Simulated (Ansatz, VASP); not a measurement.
Zn2Ag3: VASP beside Ansatz

```
Zn Ag
1.0
     4.60203    0.00000    0.00000
     0.00000    4.60203    0.00000
     0.00000    0.00000    4.60203
Zn Ag
2 3
Direct
  0.50000 0.50000 0.50000
  0.00000 0.00000 0.00000
  0.00000 0.50000 0.50000
  0.50000 0.00000 0.50000
  0.50000 0.50000 0.00000
```

Alike in both runs: task single point; functional PBE; k mesh 4 × 4 × 4; occupations gaussian, width 0.1 eV; no spin polarisation.

|  | VASP | Ansatz |
| --- | --- | --- |
| version | VASP 6.6.1 | Ansatz 0.2.0 |
| potentials or method | VASP PAW PBE potentials, release 64 (Zn, Ag) | scalar-relativistic, plane waves, PAW |
| plane-wave cutoff (eV) | 520 | 420 |
| valence electrons in the cell | 57 | 81 |

VASP gave:

| Item | Value |
| --- | --- |
| gap on the k mesh at the Fermi level (eV) | none |
| pressure (GPa) | 10.6 |

Question: What did Ansatz give for the same quantities?

Answer: gap on the k mesh at the Fermi level (eV): none; pressure (GPa): 10.4.

A gap of «none» marks a metal or a gap that the smearing closes. The two sets of potentials don't hold the same shells in valence.
